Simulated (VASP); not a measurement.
These are PBEsol GGA, VASP's PBE PAW potentials (set 64) (plane waves; VASP 6.6.1) values and carry that method's errors.

VASP input:

**POSCAR**
```
Te3As2
1
    2.0158899160     1.1638742461     9.5988688416
   -2.0158899160     1.1638742461     9.5988688416
   -0.0000000000    -2.3277484921     9.5988688416
As Te
2 3
Direct
  0.3960718552   0.3960718552   0.3960718552
  0.6039281448   0.6039281448   0.6039281448
  0.0000000000   0.0000000000   0.0000000000
  0.2146466244   0.2146466244   0.2146466244
  0.7853533756   0.7853533756   0.7853533756
```

### KPOINTS
```
kpoints
0
Gamma
  6 6 6
0 0 0
```

### INCAR
```
PREC = Accurate
LASPH = .True.   ! aspherical one-centre terms
EDIFFG = -0.02   ! ionic stop
SYSTEM = Te3As2
EDIFF = 1E-6
ISMEAR = 0   ! Gaussian
GGA = PS   ! PBEsol
IBRION = 2   ! conjugate gradients
NELM = 100
LMAXMIX = 4
ALGO = Normal
SIGMA = 0.05   ! width (eV)
ISIF = 3   ! ions, shape and volume
LWAVE = .False.
LREAL = .False.
NSW = 60   ! most ionic steps
ENCUT = 400   ! plane-wave cut-off (eV)
LCHARG = .False.
```

POTCAR, in this order: As Te (PBE.64 set). Program: vasp_std.

The resulting files:

File OSZICAR:
```
       N       E                     dE             d eps       ncg     rms          rms(c)
DAV:   1     0.107653399885E+03    0.10765E+03   -0.91733E+03  1152   0.102E+03
DAV:   2    -0.129740547632E+02   -0.12063E+03   -0.11838E+03  1558   0.172E+02
DAV:   3    -0.207122201720E+02   -0.77382E+01   -0.75266E+01  1340   0.463E+01
DAV:   4    -0.209131173974E+02   -0.20090E+00   -0.19948E+00  1662   0.755E+00
DAV:   5    -0.209166968412E+02   -0.35794E-02   -0.35766E-02  1414   0.106E+00    0.113E+01
DAV:   6    -0.208862037891E+02    0.30493E-01   -0.86107E-02  1658   0.147E+00    0.685E+00
DAV:   7    -0.208813525189E+02    0.48513E-02   -0.47294E-02  1296   0.115E+00    0.634E-01
DAV:   8    -0.208799727218E+02    0.13798E-02   -0.71838E-03  1306   0.473E-01    0.219E-01
DAV:   9    -0.208799277680E+02    0.44954E-04   -0.22039E-03  1314   0.206E-01    0.124E-01
DAV:  10    -0.208799318266E+02   -0.40586E-05   -0.20833E-04  1414   0.837E-02    0.865E-02
DAV:  11    -0.208799337093E+02   -0.18827E-05   -0.25545E-05  1410   0.298E-02    0.333E-02
DAV:  12    -0.208799327247E+02    0.98462E-06   -0.16690E-05  1468   0.200E-02    0.845E-03
DAV:  13    -0.208799326933E+02    0.31364E-07   -0.15586E-06   734   0.778E-03
   1 F= -.20879933E+02 E0= -.20879933E+02  d E =-.208799E+02
       N       E                     dE             d eps       ncg     rms          rms(c)
DAV:   1    -0.208814957706E+02   -0.15630E-02   -0.35758E-02  1220   0.948E-01    0.200E-01
DAV:   2    -0.208809350044E+02    0.56077E-03   -0.18955E-03  1394   0.232E-01    0.998E-02
DAV:   3    -0.208807286856E+02    0.20632E-03   -0.21135E-04  1410   0.722E-02    0.450E-02
DAV:   4    -0.208806358854E+02    0.92800E-04   -0.12938E-04  1350   0.515E-02    0.409E-02
DAV:   5    -0.208806309258E+02    0.49596E-05   -0.11129E-05  1476   0.165E-02    0.396E-02
DAV:   6    -0.208806308662E+02    0.59601E-07   -0.71818E-07   722   0.541E-03
   2 F= -.20880631E+02 E0= -.20880631E+02  d E =-.698173E-03
       N       E                     dE             d eps       ncg     rms          rms(c)
DAV:   1    -0.208807050043E+02   -0.74078E-04   -0.22016E-03  1234   0.236E-01    0.516E-02
DAV:   2    -0.208806702201E+02    0.34784E-04   -0.11515E-04  1402   0.571E-02    0.234E-02
DAV:   3    -0.208806566870E+02    0.13533E-04   -0.13544E-05  1414   0.181E-02    0.109E-02
DAV:   4    -0.208806507545E+02    0.59326E-05   -0.77857E-06  1342   0.126E-02    0.109E-02
DAV:   5    -0.208806504253E+02    0.32913E-06   -0.52444E-07   670   0.395E-03
   3 F= -.20880650E+02 E0= -.20880650E+02  d E =-.717732E-03
       N       E                     dE             d eps       ncg     rms          rms(c)
DAV:   1    -0.208808700332E+02   -0.21928E-03   -0.13070E-02  1170   0.631E-01    0.830E-02
DAV:   2    -0.208808788737E+02   -0.88405E-05   -0.11587E-03  1562   0.168E-01    0.470E-02
DAV:   3    -0.208808636605E+02    0.15213E-04   -0.59433E-05  1292   0.430E-02    0.322E-02
DAV:   4    -0.208808566413E+02    0.70192E-05   -0.12254E-05  1360   0.172E-02    0.160E-02
DAV:   5    -0.208808549926E+02    0.16487E-05   -0.39097E-06  1198   0.990E-03    0.101E-02
DAV:   6    -0.208808550219E+02   -0.29343E-07   -0.34022E-07   664   0.336E-03
   4 F= -.20880855E+02 E0= -.20880855E+02  d E =-.204597E-03
       N       E                     dE             d eps       ncg     rms          rms(c)
DAV:   1    -0.208808576061E+02   -0.26135E-05   -0.11045E-04  1192   0.579E-02    0.801E-03
DAV:   2    -0.208808575748E+02    0.31327E-07   -0.96817E-06  1534   0.155E-02
   5 F= -.20880858E+02 E0= -.20880858E+02  d E =-.207149E-03
       N       E                     dE             d eps       ncg     rms          rms(c)
DAV:   1    -0.208808573810E+02    0.22509E-06   -0.13713E-05  1210   0.207E-02    0.485E-03
DAV:   2    -0.208808570644E+02    0.31654E-06   -0.11925E-06   712   0.588E-03
   6 F= -.20880857E+02 E0= -.20880857E+02  d E =-.206639E-03
```

### OUTCAR
```
------------------------ aborting loop because EDIFF is reached ----------------------------------------
  FORCE on cell =-STRESS in cart. coord.  units (eV):
  Direction    XX          YY          ZZ          XY          YZ          ZX
  --------------------------------------------------------------------------------------
  Total       -0.0090989     -0.0090989     -0.0010422      0.0000000     -0.0000000      0.0000000
  in kB       -0.1074520     -0.1074520     -0.0123077      0.0000000     -0.0000000      0.0000000
  external PRESSURE =      -0.0757372 kB  Pullay stress =       0.0000000 kB
  volume of cell :      135.67
      direct lattice vectors                 reciprocal lattice vectors
     2.019989544  1.166241165  9.598370741     0.247526034  0.142909264  0.034728116
    -2.019989544  1.166241165  9.598370741    -0.247526034  0.142909264  0.034728116
     0.000000000 -2.332482331  9.598370741     0.000000000 -0.285818528  0.034728116
 POSITION                                       TOTAL-FORCE (eV/Angst)
 -----------------------------------------------------------------------------------
      0.00000      0.00000     11.41250         0.000000      0.000000      0.005896
      0.00000      0.00000     17.38261        -0.000000     -0.000000     -0.005896
      0.00000      0.00000      0.00000         0.000000     -0.000000     -0.000000
      0.00000      0.00000      6.18264        -0.000000     -0.000000     -0.019475
      0.00000      0.00000     22.61247         0.000000      0.000000      0.019475
 -----------------------------------------------------------------------------------
    total drift:                               -0.000000     -0.000000     -0.000000
  FREE ENERGIE OF THE ION-ELECTRON SYSTEM (eV)
  ---------------------------------------------------
  free  energy   TOTEN  =       -20.8808570644 eV

  energy  without entropy=      -20.8808570359  energy(sigma->0) =      -20.88085705

 reached required accuracy - stopping structural energy minimisation
```
(Selected blocks of OUTCAR.)

File CONTCAR:
```
Te3As2
   1.00000000000000
     2.0199895439497064    1.1662411653306086    9.5983707411047394
    -2.0199895439497064    1.1662411653306086    9.5983707411047394
     0.0000000000000000   -2.3324823305610192    9.5983707411047394
  As              Te
     2     3
Direct
     0.3963346470570044    0.3963346470570044    0.3963346470570044
     0.6036653529429956    0.6036653529429956    0.6036653529429956
     0.0000000000000000    0.0000000000000000    0.0000000000000000
     0.2147115803294804    0.2147115803294804    0.2147115803294804
     0.7852884196705198    0.7852884196705198    0.7852884196705198
```

The structure was generated: Te3As2 was put into the Bi2Te3 type (R-3m), which need not be its known phase. This run relaxes it. Symmetry was kept, so distortions that lower it aren't found. The start is the result of an earlier pass.
